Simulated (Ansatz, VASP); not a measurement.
# Cross-check of Fe between VASP and Ansatz

Aim: how closely do two programs agree when they are given the same cell, functional and k mesh? The cell is taken from a series of VASP runs on this material, whose earlier steps may have relaxed, scaled or displaced it; both programs get it as it stands.

Method: plane waves, with VASP 6.6.1 beside it; relaxation of cell and atoms at r2SCAN, in Ansatz 0.2.0.

### Step 1. Set-up

The structure is cubic, space group Im-3m (No. 229). Conventional cell: a = 2.857 Å, b = 2.857 Å, c = 2.857 Å, α = 90.00°, β = 90.00°, γ = 90.00°. Nearest to Fe lie 8 Fe at 2.47 Å.

As a file:

```cif
data_structure
_symmetry_space_group_name_H-M 'Im-3m'
_symmetry_Int_Tables_number 229
_cell_length_a 2.8568
_cell_length_b 2.8568
_cell_length_c 2.8568
_cell_angle_alpha 90.000
_cell_angle_beta 90.000
_cell_angle_gamma 90.000
_cell_volume 23.32
loop_
_atom_site_label
_atom_site_type_symbol
_atom_site_symmetry_multiplicity
_atom_site_Wyckoff_symbol
_atom_site_fract_x
_atom_site_fract_y
_atom_site_fract_z
_atom_site_occupancy
Fe1 Fe 2 a 0.00000 0.00000 0.00000 1
```

### Step 2. VASP: relaxation of cell and atoms, r2SCAN

The relaxed volume is the usual yardstick between codes: its relative difference is about their pressure difference at one cell divided by the bulk modulus.

Lines of VASP's logs that name or quote its potential files are left out, and so is its time.

File INCAR:

```
SYSTEM = Fe
PREC = Accurate
ENCUT = 400
EDIFF = 1E-06
NELM = 100
ISMEAR = 1
SIGMA = 0.2
LREAL = .FALSE.
ALGO = Normal
METAGGA = R2SCAN
LASPH = .TRUE.
NBANDS = 12
ISPIN = 2
MAGMOM = 2.69
LMAXMIX = 4
LORBIT = 11
LWAVE = .FALSE.
LCHARG = .FALSE.
KPAR = 4
IBRION = 2
NSW = 60
ISIF = 3
EDIFFG = -0.01
```

File POSCAR:

```
Fe
1.0
   -1.4284040398      1.4284040398      1.4284040398
    1.4284040398     -1.4284040398      1.4284040398
    1.4284040398      1.4284040398     -1.4284040398
Fe
1
Direct
    0.0000000000      0.0000000000      0.0000000000
```

File KPOINTS:

```
Automatic mesh
0
Gamma
11 11 11
0 0 0
```

The projector-augmented-wave data sets are Fe (PBE family, release 64).

Launch:

```console
> mpirun -np 4 vasp_std
```

Numbers of over 12 decimals in the logs are rounded to 6 here.

The program printed:

```text
[banner, memory and clock lines left out]
running    4 mpi-ranks, on    1 nodes
 distrk:  each k-point on    1 cores,    4 groups
 distr:  one band on    1 cores,    1 groups

 POSCAR found type information on POSCAR Fe
 POSCAR found :  1 types and       1 ions
|                                                                             |
|               ----> ADVICE to this user running VASP <----                  |
|                                                                             |
|     You enforced a specific xc type in the INCAR file but a different       |
|     [... a line on the potential file left out ...]
|     I HOPE YOU KNOW WHAT YOU ARE DOING!                                     |
|                                                                             |

 LDA part: xc-table for (None), standard interpolation
 POSCAR, INCAR and KPOINTS ok, starting setup
 FFT: planning ... GRIDC
 FFT: planning ... GRID_SOFT
 FFT: planning ... GRID
 WAVECAR not read
 entering main loop
       N       E                     dE             d eps       ncg     rms          rms(c)
DAV:   1     0.128579902762E+02    0.12858E+02   -0.34413E+03  2900   0.687E+02
DAV:   2    -0.149867541822E+02   -0.27845E+02   -0.25201E+02  2828   0.123E+02
DAV:   3    -0.157337152788E+02   -0.74696E+00   -0.74442E+00  3076   0.241E+01
DAV:   4    -0.157366840171E+02   -0.29687E-02   -0.29685E-02  3016   0.137E+00
DAV:   5    -0.157367047794E+02   -0.20762E-04   -0.20762E-04  3100   0.120E-01    0.118E+01
DAV:   6    -0.143590083988E+02    0.13777E+01   -0.15068E+01  3196   0.519E+01    0.754E+00
DAV:   7    -0.143387346710E+02    0.20274E-01   -0.14019E+00  3224   0.134E+01    0.467E+00
DAV:   8    -0.143697450199E+02   -0.31010E-01   -0.82716E-02  3356   0.207E+00    0.238E+00
DAV:   9    -0.143575201921E+02    0.12225E-01   -0.77734E-02  3084   0.203E+00    0.706E-01
DAV:  10    -0.143609904164E+02   -0.34702E-02   -0.44001E-02  3004   0.171E+00    0.247E-01
DAV:  11    -0.143629564163E+02   -0.19660E-02   -0.25116E-03  2840   0.476E-01    0.770E-02
DAV:  12    -0.143628999274E+02    0.56489E-04   -0.41985E-05  3244   0.668E-02    0.435E-02
DAV:  13    -0.143629434607E+02   -0.43533E-04   -0.66276E-05  3196   0.636E-02    0.117E-02
DAV:  14    -0.143629329512E+02    0.10509E-04   -0.14388E-06  2132   0.122E-02    0.250E-03
DAV:  15    -0.143629299765E+02    0.29747E-05   -0.18606E-07  1432   0.485E-03    0.804E-04
DAV:  16    -0.143629289966E+02    0.97995E-06   -0.13579E-08  1408   0.111E-03
   1 F= -.14362929E+02 E0= -.14363093E+02  d E =-.143629E+02  mag=     2.6079
 curvature:   0.00 expect dE= 0.000E+00 dE for cont linesearch  0.000E+00
 trial: gam= 0.00000 g(F)=  0.498E-63 g(S)=  0.101E-05 ort = 0.000E+00 (trialstep = 0.100E+01)
 search vector abs. value=  0.101E-05
 reached required accuracy - stopping structural energy minimisation
```

From OUTCAR (step 2):

```text
ion  position               nearest neighbor table
   1  0.000  0.000  0.000-

  LATTYP: Found a body centered cubic cell.
 ALAT       =     2.8568080796

 Subroutine GETGRP returns: Found 48 space group operations
 (whereof 48 operations were pure point group operations)

The static configuration has the point symmetry O_h .

 Found     56 irreducible k-points:

   k-points           NKPTS =     56   k-points in BZ     NKDIM =     56   number of bands    NBANDS=     12

   dimension x,y,z NGX =    16 NGY =   16 NGZ =   16
   dimension x,y,z NGXF=    32 NGYF=   32 NGZF=   32

   ENCUT  =  400.0 eV  29.40 Ry    5.42 a.u.   4.03  4.03  4.03*2*pi/ulx,y,z

   NELECT =       8.0000    total number of electrons

 k-points in reciprocal lattice and weights: Automatic mesh
   0.00000000  0.00000000  0.00000000       0.001
   0.09090909  0.00000000  0.00000000       0.009
   0.18181818  0.00000000  0.00000000       0.009
   0.27272727  0.00000000  0.00000000       0.009
   0.36363636  0.00000000  0.00000000       0.009
   0.45454545  0.00000000  0.00000000       0.009
   0.09090909  0.09090909  0.00000000       0.018
   0.18181818  0.09090909  0.00000000       0.036
   0.27272727  0.09090909  0.00000000       0.036
[...]
-0.45454545 -0.45454545  0.36363636       0.006
  -0.45454545  0.45454545  0.45454545       0.005

 average (electrostatic) potential at core
       1 -48.5098

 E-fermi :   5.5486

 spin component 1
 k-point     1 :       0.0000    0.0000    0.0000
  band No.  band energies     occupation
    ...
      2       2.5188      1.00000
      3       2.5192      1.00000
      4       2.5192      1.00000
      5       3.7332      1.00000
      6       3.7332      1.00000
      7      31.3221      0.00000
      8      31.3223      0.00000
      9      31.3223      0.00000
     10      36.2220      0.00000
     11      36.2220      0.00000
    ...

 k-point     2 :       0.0909    0.0000    0.0000
  band No.  band energies     occupation
    ...
      2       2.4343      1.00000
      3       2.5147      1.00000
      4       2.6947      1.00000
      5       3.6544      1.00000
      6       3.7400      1.00000
      7      29.0419      0.00000
      8      30.7035      0.00000
      9      30.9644      0.00000
     10      34.9621      0.00000
     11      35.3220      0.00000
    ...

 k-point     3 :       0.1818    0.0000    0.0000
  band No.  band energies     occupation
    ...
      2       2.2108      1.00000
      3       2.4739      1.00000
      4       3.1868      1.00000
      5       3.5478      1.00000
      6       3.7633      1.00000
      7      24.8249      0.00000
      8      28.8729      0.00000
      9      30.2933      0.00000
     10      31.8995      0.00000
     11      33.9569      0.00000
    ...

 k-point     4 :       0.2727    0.0000    0.0000
  band No.  band energies     occupation
    ...
      2       1.9278      1.00000
      3       2.6189      1.00000
      4       3.5929      1.00000
      5       3.8053      1.00000
      6       3.8802      1.00000
      7      20.3628      0.00000
      8      26.8814      0.00000
      9      29.2440      0.00000
     10      29.7177      0.00000
     11      33.2426      0.00000
    ...

 k-point     5 :       0.3636    0.0000    0.0000
  band No.  band energies     occupation
    ...
      2       1.6764      1.00000
      3       3.5742      1.00000
      4       3.8559      1.00000
      5       3.9817      1.00000
      6       4.5781      1.00000
      7      16.2234      0.00000
      8      25.3679      0.00000
      9      27.2236      0.00000
     10      29.3382      0.00000
     11      33.0260      0.00000
    ...

 k-point     6 :       0.4545    0.0000    0.0000
  band No.  band energies     occupation
      1       0.1949      1.00000
      2       1.5305      1.00000
      3       3.7618      1.00000
      4       3.8913      1.00000
      5       5.0274      1.00071
      6       5.7543     -0.02785
      7      13.1064      0.00000
      8      24.5635      0.00000
      9      26.1089      0.00000
     10      29.1544      0.00000
    ...

  Total       -0.0026358     -0.0026358     -0.0026358      0.0000000     -0.0000000      0.0000000
  in kB       -0.3622576     -0.3622576     -0.3622576      0.0000000     -0.0000000      0.0000000
  external PRESSURE =      -0.3622576 kB  Pullay stress =       0.0000000 kB

  energy-cutoff  :      400.00
  volume of cell :       11.66
      direct lattice vectors                 reciprocal lattice vectors
    -1.428404040  1.428404040  1.428404040     0.000000000  0.350041015  0.350041015
     1.428404040 -1.428404040  1.428404040     0.350041015  0.000000000  0.350041015
     1.428404040  1.428404040 -1.428404040     0.350041015  0.350041015  0.000000000

 POSITION                                       TOTAL-FORCE (eV/Angst)
 -----------------------------------------------------------------------------------
      0.00000      0.00000      0.00000         0.000000     -0.000000     -0.000000
 -----------------------------------------------------------------------------------
    total drift:                                0.000000      0.000000     -0.000000

  FREE ENERGIE OF THE ION-ELECTRON SYSTEM (eV)
  ---------------------------------------------------
  free  energy   TOTEN  =       -14.3629289966 eV

  energy  without entropy=      -14.3634208957  energy(sigma->0) =      -14.36309296

 reached required accuracy - stopping structural energy minimisation

 total charge
# of ion       s       p       d       tot
------------------------------------------
    1        0.481   0.555   6.182   7.218

 magnetization (x)
# of ion       s       p       d       tot
------------------------------------------
    1       -0.014  -0.122   2.813   2.677

[... 6 further parts left out ...]
```

CONTCAR:

```
Fe
   1.00000000000000
    -1.4284040398000000    1.4284040398000000    1.4284040398000000
     1.4284040398000000   -1.4284040398000000    1.4284040398000000
     1.4284040398000000    1.4284040398000000   -1.4284040398000000
  Fe
     1
Direct
     0.0000000000000000    0.0000000000000000    0.0000000000000000
```

The k-mesh is coarse for a metal. SCAN-type functionals tend to overstate the moments of itinerant magnets.

[end of part 1 of 2]

[Lines on the potential files, build, host, timing and source positions are cut from VASP's logs without a mark.]

[Logs are printed without paths, hosts, clocks, repeated set-up lines and the standing remarks that a program may print on its own settings, such as how far it seeks lower states.]

[Hosts, paths, dates, database ids (printed as entryN), source tags and the programs' standing remarks are cut or masked in the printed files.]
